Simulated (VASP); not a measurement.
```
CELL_PARAMETERS angstrom
      4.46104     0.00000     0.00000
      0.00000     4.46104     0.00000
      0.00000     0.00000     6.23615
ATOMIC_POSITIONS crystal
  Te 0.50000 0.50000 0.00000
  Pb 0.00000 0.00000 0.00000
  Pb 0.50000 0.50000 0.50000
  S  0.00000 0.00000 0.50000
```

Level of theory: r2SCAN meta-GGA, VASP's PBE PAW potentials (set 64) (plane waves; VASP). Run with 400 eV cut-off, 6×6×4 Γ-centred mesh, tetrahedra with Blöchl corrections, potentials Te Pb_d S.

Unless said otherwise, spin-orbit coupling is left out, though it shifts the bands of the heavy elements here.

Question: Estimate the energy per atom (σ→0), band gap (over mesh and band path) with the smallest direct gap where there is one.

Answer: 
| Property | Result |
|---|---|
| band gap (over mesh and band path) | 0.33 eV |
| smallest direct gap (over mesh and band path) | 0.33 eV |
| energy per atom (σ→0) | -36.985 eV/atom |

Total energies compare only between runs with the same potentials, cut-off and functional.

The structure comes from a computed database's TePb2S entry (P4/mmm); how it stands against other phases isn't given here. It was relaxed first.
